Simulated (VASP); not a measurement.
# Sb (space group Pm-3m): computed properties

Computed with r2SCAN meta-GGA, VASP's PBE PAW potentials (set 64) (plane waves; VASP).

* **space group**: Pm-3m (221)
* **cell**: a = b = c = 3.094 Å, α = β = γ = 90.00°
* **volume per atom**: 29.63 Å³/atom
* **band gap (over mesh and band path)**: none (metal, semimetal or under 0.01 eV)
* **density**: 6.82 g/cm³

```
CELL_PARAMETERS angstrom
      3.09448     0.00000     0.00000
      0.00000     3.09448     0.00000
      0.00000     0.00000     3.09448
ATOMIC_POSITIONS crystal
  Sb 0.00000 0.00000 0.00000
```

Unless said otherwise, spin-orbit coupling is left out, though it shifts the bands of the heavy elements here.

The structure comes from a computed database's Sb entry (Pm-3m); how it stands against other phases isn't given here. It was relaxed first. Symmetry was kept, so distortions that lower it aren't found.
